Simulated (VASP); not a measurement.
Level of theory: PBEsol GGA, VASP's PBE PAW potentials (set 64) (plane waves; VASP).

VASP ran on this input.

### POSCAR
```
RbCaH3
1
    4.4684749904     0.0000000000    -0.0000000000
   -0.0000000000     4.4684749904     0.0000000000
   -0.0000000000    -0.0000000000     4.4684749904
Rb Ca H
1 1 3
Direct
  0.0000000000   0.0000000000   0.0000000000
  0.5000000000   0.5000000000   0.5000000000
  0.5000000000   0.0000000000   0.5000000000
  0.0000000000   0.5000000000   0.5000000000
  0.5000000000   0.5000000000   0.0000000000
```

KPOINTS:
```
Automatic mesh
0
Gamma
5 5 5
0 0 0
```

**INCAR**
```
# general
SYSTEM  = RbCaH3
PREC    = Accurate
ENCUT   = 400   # plane-wave cut-off (eV)
LREAL   = .FALSE.
LASPH   = .TRUE.

# electronic loop
EDIFF   = 1E-6   # SCF stop (eV)
NELM    = 100   # most electronic steps
ALGO    = Normal   # blocked Davidson
LMAXMIX = 4

# smearing
ISMEAR  = 0   # Gaussian
SIGMA   = 0.05   # width (eV)

# functional
GGA     = PS

# ions
IBRION  = 2
NSW     = 60   # most ionic steps
ISIF    = 3   # ions, shape and volume
EDIFFG  = -0.02   # ionic stop

# output
LWAVE   = .FALSE.
LCHARG  = .FALSE.
```

POTCAR, in this order: Rb_sv Ca_sv H (PBE.64 set). Program: vasp_std.

The resulting files:

File OSZICAR:
```
       N       E                     dE             d eps       ncg     rms          rms(c)
DAV:   1     0.125395372991E+03    0.12540E+03   -0.95315E+03   300   0.109E+03
DAV:   2    -0.798486522635E+01   -0.13338E+03   -0.13176E+03   356   0.270E+02
DAV:   3    -0.161227292659E+02   -0.81379E+01   -0.81268E+01   563   0.611E+01
DAV:   4    -0.164175851285E+02   -0.29486E+00   -0.29484E+00   435   0.855E+00
DAV:   5    -0.164221490007E+02   -0.45639E-02   -0.45639E-02   491   0.885E-01    0.654E+00
DAV:   6    -0.153205441135E+02    0.11016E+01   -0.12249E+00   314   0.476E+00    0.353E+00
DAV:   7    -0.149731330642E+02    0.34741E+00   -0.14623E+00   356   0.488E+00    0.115E+00
DAV:   8    -0.149809328905E+02   -0.77998E-02   -0.10257E-01   419   0.194E+00    0.240E-01
DAV:   9    -0.149792800634E+02    0.16528E-02   -0.93436E-03   398   0.521E-01    0.658E-02
DAV:  10    -0.149793048876E+02   -0.24824E-04   -0.63581E-04   506   0.182E-01    0.240E-02
DAV:  11    -0.149793081192E+02   -0.32317E-05   -0.18876E-05   398   0.288E-02    0.170E-02
DAV:  12    -0.149793129080E+02   -0.47888E-05   -0.77423E-06   427   0.270E-02    0.284E-03
DAV:  13    -0.149793128611E+02    0.46860E-07   -0.82353E-07   318   0.623E-03
   1 F= -.14979313E+02 E0= -.14979313E+02  d E =-.149793E+02
```

### OUTCAR
```
------------------------ aborting loop because EDIFF is reached ----------------------------------------
  FORCE on cell =-STRESS in cart. coord.  units (eV):
  Direction    XX          YY          ZZ          XY          YZ          ZX
  --------------------------------------------------------------------------------------
  Total       -0.0635213     -0.0635213     -0.0635213      0.0000000      0.0000000     -0.0000000
  in kB       -1.1406488     -1.1406488     -1.1406488      0.0000000      0.0000000     -0.0000000
  external PRESSURE =      -1.1406488 kB  Pullay stress =       0.0000000 kB
  volume of cell :       89.22
      direct lattice vectors                 reciprocal lattice vectors
     4.468474990  0.000000000  0.000000000     0.223789996  0.000000000  0.000000000
     0.000000000  4.468474990  0.000000000     0.000000000  0.223789996  0.000000000
     0.000000000  0.000000000  4.468474990     0.000000000  0.000000000  0.223789996
 POSITION                                       TOTAL-FORCE (eV/Angst)
 -----------------------------------------------------------------------------------
      0.00000      0.00000      0.00000         0.000000      0.000000      0.000000
      2.23424      2.23424      2.23424         0.000000      0.000000      0.000000
      2.23424      0.00000      2.23424         0.000000      0.000000      0.000000
      0.00000      2.23424      2.23424         0.000000      0.000000      0.000000
      2.23424      2.23424      0.00000         0.000000      0.000000      0.000000
 -----------------------------------------------------------------------------------
    total drift:                                0.000000      0.000000      0.000000
  FREE ENERGIE OF THE ION-ELECTRON SYSTEM (eV)
  ---------------------------------------------------
  free  energy   TOTEN  =       -14.9793128611 eV

  energy  without entropy=      -14.9793128611  energy(sigma->0) =      -14.97931286

 reached required accuracy - stopping structural energy minimisation
```
(Selected blocks of OUTCAR.)

The structure comes from a computed database's RbCaH3 entry (Pm-3m); how it stands against other phases isn't given here. It was relaxed first. The start is the result of an earlier pass.
